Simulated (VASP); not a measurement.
VASP runs on CsI (space group Pm-3m) share one base input (PBE GGA, plane waves, VASP's PBE PAW potentials (set 64)) and change the settings named in each case.

### KPOINTS
```
Automatic mesh
0
Gamma
4 4 4
0 0 0
```

File POSCAR:
```
CsI
1
    4.5700000000     0.0000000000     0.0000000000
    0.0000000000     4.5700000000     0.0000000000
    0.0000000000     0.0000000000     4.5700000000
Cs I
1 1
Direct
  0.0000000000   0.0000000000   0.0000000000
  0.5000000000   0.5000000000   0.5000000000
```

**INCAR**
```
# general
SYSTEM  = CsI
PREC    = Accurate
ENCUT   = 300
LREAL   = F
LASPH   = T

# electronic loop
EDIFF   = 1E-6
NELM    = 100
ALGO    = Normal
LMAXMIX = 4

# smearing
ISMEAR  = -1
SIGMA   = 0.01

# functional
GGA     = PE

# ions
ISIF    = 2

# output
LWAVE   = F
LCHARG  = F
```

POTCAR, in this order: Cs_sv I (PBE.64 set). Program: vasp_std.

| change | E(σ→0) (eV/atom) | pressure (GPa) |
|---|---|---|
| base run | -2.7132 | 0.75 |
| GGA = PS | -2.8837 | -0.45 |
| GGA_COMPAT = .FALSE., LNONCOLLINEAR = .TRUE., LSORBIT = .TRUE., MAGMOM = 0.0 0.0 0.0 0.0 0.0 0.0, program vasp_ncl | -2.8568 | 0.75 |
| KPOINTS 3×3×3 Γ-centred mesh | -2.7049 | 0.83 |
 Energies of different potentials or functionals have different zeros.  Unless said otherwise, spin-orbit coupling is left out, though it shifts the bands of the heavy elements here. At 300 eV the pressure can carry a Pulay error.

Left out are runs that ran out of time, are held back, or changed the cell or the kind of run, fixed moments of cells without a moment, rows past the twelfth, gaps on odd meshes, pressures of charged cells and columns that move by less than the noise.

The structure is a typed CsI crystal (Pm-3m). The cell was not relaxed at this level.
